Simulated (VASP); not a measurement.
All values below come from PBE GGA with D4 dispersion, VASP's PBE PAW potentials (set 64) (plane waves; VASP).

Input for VASP

### POSCAR
```
Fe
1
   -1.4030792645     1.4030792645     1.4030792645
    1.4030792645    -1.4030792645     1.4030792645
    1.4030792645     1.4030792645    -1.4030792645
Fe
1
Direct
  0.0000000000   0.0000000000   0.0000000000
```

### INCAR
```
! general
SYSTEM =Fe
PREC   =Accurate
ENCUT  =520   ! plane-wave cut-off (eV)
LREAL  =.FALSE.   ! projection in real space or not
LASPH  =.TRUE.

! electronic loop
EDIFF  =1E-7   ! SCF stop (eV)
NELM   =100
ALGO   =Normal   ! blocked Davidson
LMAXMIX=4   ! l cut-off of mixed one-centre charges

! smearing
ISMEAR =-5

! functional
GGA    =PE   ! PBE
IVDW   =13

! spin
ISPIN  =2
MAGMOM =2.1

! ions
ISIF   =2   ! forces and stress, cell fixed

! output
LWAVE  =.FALSE.
LCHARG =.TRUE.
LORBIT =11   ! lm-projected
NEDOS  =601   ! DOS grid
```

**KPOINTS**
```
Automatic mesh
0
Gamma
20 20 20
0 0 0
```

POTCAR, in this order: Fe (PBE.64 set). Program: vasp_std.

Output

OUTCAR:
```
 ion  position               nearest neighbor table
   1  0.000  0.000  0.000-
  LATTYP: Found a body centered cubic cell.
 ALAT       =     2.8061585290
 Subroutine PRICEL returns:
 Original cell was already a primitive cell.
 Subroutine GETGRP returns: Found 48 space group operations
The static configuration has the point symmetry O_h .
The dynamic configuration has the point symmetry O_h .
The overall configuration has the point symmetry O_h .
 Subroutine INISYM returns: Found 48 space group operations
 Subroutine IBZKPT returns following result:
 Found    256 irreducible k-points:

 Following reciprocal coordinates:
            Coordinates               Weight
  0.000000  0.000000  0.000000      1.000000
  0.050000  0.000000  0.000000     12.000000
  0.100000  0.000000  0.000000     12.000000
  0.150000  0.000000  0.000000     12.000000
  0.200000  0.000000  0.000000     12.000000
  0.250000  0.000000  0.000000     12.000000
  0.300000  0.000000  0.000000     12.000000
  0.350000  0.000000  0.000000     12.000000
  0.400000  0.000000  0.000000     12.000000
  0.450000  0.000000  0.000000     12.000000
  0.500000  0.000000  0.000000      6.000000
  0.050000  0.050000  0.000000     24.000000
  0.100000  0.050000  0.000000     48.000000
  0.150000  0.050000 -0.000000     48.000000
  0.200000  0.050000  0.000000     48.000000
  0.250000  0.050000  0.000000     48.000000
  0.300000  0.050000  0.000000     48.000000
  0.350000  0.050000  0.000000     48.000000
  0.400000  0.050000 -0.000000     48.000000
  0.450000  0.050000  0.000000     48.000000
  0.100000  0.100000  0.000000     24.000000
  0.150000  0.100000  0.000000     48.000000
  0.200000  0.100000  0.000000     48.000000
  0.250000  0.100000  0.000000     48.000000
...
```

File OSZICAR:
```
       N       E                     dE             d eps       ncg     rms          rms(c)
DAV:   1     0.153119778712E+02    0.15312E+02   -0.41430E+03  9616   0.109E+03
DAV:   2    -0.896290844100E+01   -0.24275E+02   -0.23053E+02  9301   0.129E+02
DAV:   3    -0.927618916611E+01   -0.31328E+00   -0.31262E+00 10346   0.203E+01
DAV:   4    -0.927755299490E+01   -0.13638E-02   -0.13635E-02 10043   0.123E+00
DAV:   5    -0.927756556792E+01   -0.12573E-04   -0.12575E-04 10083   0.105E-01    0.117E+01
DAV:   6    -0.831197664665E+01    0.96559E+00   -0.12646E+01  9767   0.576E+01    0.520E+00
DAV:   7    -0.825180632619E+01    0.60170E-01   -0.71902E-01  9772   0.133E+01    0.323E+00
DAV:   8    -0.824524412503E+01    0.65622E-02   -0.91119E-03 11338   0.804E-01    0.149E+00
DAV:   9    -0.823754447131E+01    0.76997E-02   -0.84869E-03 11610   0.746E-01    0.380E-01
DAV:  10    -0.823797341246E+01   -0.42894E-03   -0.17990E-03 10448   0.490E-01    0.143E-01
DAV:  11    -0.823795857035E+01    0.14842E-04   -0.18501E-04  9757   0.209E-01    0.377E-02
DAV:  12    -0.823795380785E+01    0.47625E-05   -0.55588E-06  9744   0.400E-02    0.115E-02
DAV:  13    -0.823795301050E+01    0.79734E-06   -0.98134E-07 10076   0.992E-03    0.431E-03
DAV:  14    -0.823795421221E+01   -0.12017E-05   -0.85056E-08  5038   0.414E-03    0.910E-04
DAV:  15    -0.823795452458E+01   -0.31237E-06   -0.79368E-09  4656   0.977E-04    0.218E-04
DAV:  16    -0.823795452084E+01    0.37347E-08   -0.16245E-09  4651   0.586E-04
   1 F= -.86004342E+01 E0= -.86004342E+01  d E =0.000000E+00  mag=     2.1410
```

OUTCAR:
```
------------------------ aborting loop because EDIFF is reached ----------------------------------------
  Edisp (eV):   -0.36248
  FORCE on cell =-STRESS in cart. coord.  units (eV):
  Direction    XX          YY          ZZ          XY          YZ          ZX
  --------------------------------------------------------------------------------------
  Total       0.02254     0.02254     0.02254     0.00000    -0.00000     0.00000
  in kB       3.26836     3.26836     3.26836     0.00000    -0.00000     0.00000
  external pressure =        3.27 kB  Pullay stress =        0.00 kB
  volume of cell :       11.05
      direct lattice vectors                 reciprocal lattice vectors
    -1.403079265  1.403079265  1.403079265     0.000000000  0.356359054  0.356359054
     1.403079265 -1.403079265  1.403079265     0.356359054  0.000000000  0.356359054
     1.403079265  1.403079265 -1.403079265     0.356359054  0.356359054  0.000000000
 POSITION                                       TOTAL-FORCE (eV/Angst)
 -----------------------------------------------------------------------------------
      0.00000      0.00000      0.00000         0.000000      0.000000     -0.000000
 -----------------------------------------------------------------------------------
    total drift:                                0.000000      0.000000      0.000000
  FREE ENERGIE OF THE ION-ELECTRON SYSTEM (eV)
  ---------------------------------------------------
  free  energy   TOTEN  =        -8.6004341813 eV

  energy  without entropy=       -8.6004341813  energy(sigma->0) =       -8.60043418

 total charge

# of ion       s       p       d       tot
------------------------------------------
    1        0.499   0.568   6.260   7.327

 magnetization (x)

# of ion       s       p       d       tot
------------------------------------------
    1       -0.013  -0.057   2.204   2.134
```
(Selected blocks of OUTCAR.)

For a metal the tetrahedron method with Blöchl corrections gives inexact stress and forces.

The compound is Fe in the bcc structure. It was relaxed first, which changed the volume by -7 %.
